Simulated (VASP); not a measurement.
An input for Quantum ESPRESSO's pw.x (written as the equivalent of a VASP run, and not itself run):

```
&CONTROL
  calculation = 'scf'
  pseudo_dir = './pseudo'
  outdir = './out'
  tprnfor = .true.
  tstress = .true.
/
&SYSTEM
  ibrav = 0
  nat = 2
  ntyp = 1
  ecutwfc = 84
  occupations = 'tetrahedra'
  input_dft = 'pbe'
  vdw_corr = 'grimme-d3'
  dftd3_version = 3
  dftd3_threebody = .false.
/
&ELECTRONS
  conv_thr = 7.3e-09
  electron_maxstep = 100
/
ATOMIC_SPECIES
  As 74.922 As.upf
CELL_PARAMETERS angstrom
     3.6194029   -1.9070214   -0.0351426
     3.6194029    1.9070214   -0.0351426
     2.6452599    0.0000000    3.1210001
ATOMIC_POSITIONS crystal
  As   0.2287238  0.2287238  0.2287238
  As   0.7712762  0.7712762  0.7712762
K_POINTS automatic
  13 13 13 0 0 0
```

**Question.** Translate this input to VASP (INCAR, KPOINTS, POSCAR, choice of POTCAR).

**Answer.** Several could match; the one computed here: 
File KPOINTS:
```
K-points
0
Gamma
 13 13 13
```

**POSCAR**
```
As
4.0912150
  0.8846767876  -0.4661259315  -0.0085897799
  0.8846767876   0.4661259315  -0.0085897799
  0.6465707372   0.0000000000   0.7628540915
As
2
Direct
  0.2287238311   0.2287238311   0.2287238311
  0.7712761689   0.7712761689   0.7712761689
```

### INCAR
```
! general
SYSTEM  = As
PREC    = Accurate
ENCUT   = 520   ! plane-wave cut-off (eV)
LREAL   = .FALSE.   ! projection in real space or not
LASPH   = .TRUE.   ! aspherical one-centre terms

! electronic loop
EDIFF   = 1E-7   ! SCF stop (eV)
NELM    = 100
ALGO    = Normal   ! blocked Davidson
LMAXMIX = 4

! smearing
ISMEAR  = -5   ! tetrahedra, Bloechl

! functional
GGA     = PE   ! PBE
IVDW    = 11

! ions
ISIF    = 2   ! forces and stress, cell fixed

! output
LWAVE   = .FALSE.
LCHARG  = .TRUE.
LORBIT  = 11   ! lm-projected
NEDOS   = 601   ! DOS grid
```

POTCAR, in this order: As (PBE.64 set). Program: vasp_std.

Limits of the translation: the potentials are each code's own (VASP's PAW set, PseudoDojo norm-conserving files in pw.x), so ENCUT and ecutwfc are chosen apart and not converted; conv_thr bounds pw.x's estimated SCF error, while EDIFF bounds the energy change between steps.

The compound is As in the a7 structure. It was relaxed first.
